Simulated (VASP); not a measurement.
Method: PBE GGA, VASP's PBE PAW potentials (set 64) (plane waves; VASP).

VASP ran on this input.

### POSCAR
```
Tc
1
    1.3700000000    -2.3729100000     0.0000000000
    1.3700000000     2.3729100000     0.0000000000
    0.0000000000     0.0000000000     4.3900000000
Tc
2
Direct
  0.3333330000   0.6666670000   0.2500000000
  0.6666670000   0.3333330000   0.7500000000
```

### INCAR
```
ALGO=Normal
AMIX=0.1
BMIX=0.0001
EDIFF=1E-6
ENCUT=400
GGA=PE
IMIX=4
ISIF=2
ISMEAR=1
LASPH=T
LCHARG=F
LMAXMIX=4
LREAL=F
LWAVE=F
NELM=100
PREC=Accurate
SIGMA=0.1
SYSTEM=Tc
```

KPOINTS:
```
Automatic mesh
0
Gamma
14 14 8
0 0 0
```

POTCAR, in this order: Tc_pv (PBE.64 set). Program: vasp_std.

Problem. Estimate the energy per atom (σ→0), pressure, band gap (on the k-mesh).

Solution. 
| Item | Value |
|---|---|
| energy per atom (σ→0) | -10.349 eV/atom |
| band gap (on the k-mesh) | none (metal, semimetal or under 0.01 eV) |
| pressure | 1.52 GPa |

File OSZICAR:
```
...
DAV:  10    -0.206984599814E+02    0.22186E-01   -0.59075E-02  4229   0.265E+00    0.498E-01
DAV:  11    -0.206984347790E+02    0.25202E-04   -0.50199E-04  4474   0.238E-01    0.470E-01
DAV:  12    -0.206985656988E+02   -0.13092E-03   -0.81273E-04  4231   0.312E-01    0.731E-02
DAV:  13    -0.206985553629E+02    0.10336E-04   -0.94630E-05  4250   0.114E-01    0.289E-01
DAV:  14    -0.206985614249E+02   -0.60620E-05   -0.21428E-05  4134   0.519E-02    0.195E-01
DAV:  15    -0.206985659961E+02   -0.45712E-05   -0.16439E-05  4308   0.444E-02    0.816E-02
DAV:  16    -0.206985658522E+02    0.14397E-06   -0.30002E-07  2052   0.560E-03
   1 F= -.20698566E+02 E0= -.20698172E+02  d E =-.118183E-02
```

The compound is Tc in the hcp structure. The cell was not relaxed at this level. The run is one of a series of settings (AMIX = 0.1, BMIX = 0.0001, IMIX = 4 against the base run), some of them coarse on purpose.
